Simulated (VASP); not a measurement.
OSZICAR of a VASP run on SiC (4h):

**OSZICAR**
```
       N       E                     dE             d eps       ncg     rms          rms(c)
DAV:   1     0.517464350216E+02    0.51746E+02   -0.12027E+04  4032   0.450E+02
DAV:   2    -0.666726662432E+02   -0.11842E+03   -0.11177E+03  4870   0.118E+02
DAV:   3    -0.708356013937E+02   -0.41629E+01   -0.40952E+01  4920   0.176E+01
DAV:   4    -0.708536154590E+02   -0.18014E-01   -0.18010E-01  4808   0.132E+00
DAV:   5    -0.708536756245E+02   -0.60166E-04   -0.60165E-04  4746   0.790E-02    0.175E+01
DAV:   6    -0.639428336966E+02    0.69108E+01   -0.25905E+00  4610   0.761E+00    0.756E+00
DAV:   7    -0.637309660392E+02    0.21187E+00   -0.14653E+00  4984   0.324E+00    0.348E+00
DAV:   8    -0.636759405481E+02    0.55025E-01   -0.38748E-02  4613   0.674E-01    0.739E-01
DAV:   9    -0.636714437023E+02    0.44968E-02   -0.47206E-03  4696   0.243E-01    0.140E-01
DAV:  10    -0.636716586268E+02   -0.21492E-03   -0.77485E-04  4643   0.706E-02    0.713E-02
DAV:  11    -0.636716685693E+02   -0.99425E-05   -0.12408E-05  4776   0.110E-02    0.221E-02
DAV:  12    -0.636716689327E+02   -0.36341E-06   -0.14870E-06  4586   0.361E-03    0.122E-02
DAV:  13    -0.636716690805E+02   -0.14782E-06   -0.58967E-07  4664   0.284E-03    0.245E-03
DAV:  14    -0.636716690136E+02    0.66922E-07   -0.97708E-08  3440   0.847E-04
   1 F= -.63671669E+02 E0= -.63671669E+02  d E =-.442369E-19
 imaginary and real dielectric function
```

**Question.** Which electronic solver shows in the log?

**Answer.** It is blocked Davidson (ALGO = Normal, or the opening steps of other solvers). The INCAR had ALGO = Normal.

**Question.** Can the final energy be trusted as converged?

**Answer.** The run converged. It stopped with EDIFF = 1E-7, NELM = 100 (PBEsol GGA, plane waves, VASP's PBE PAW potentials (set 64)).

The compound is SiC in the 4h structure. It was relaxed first.
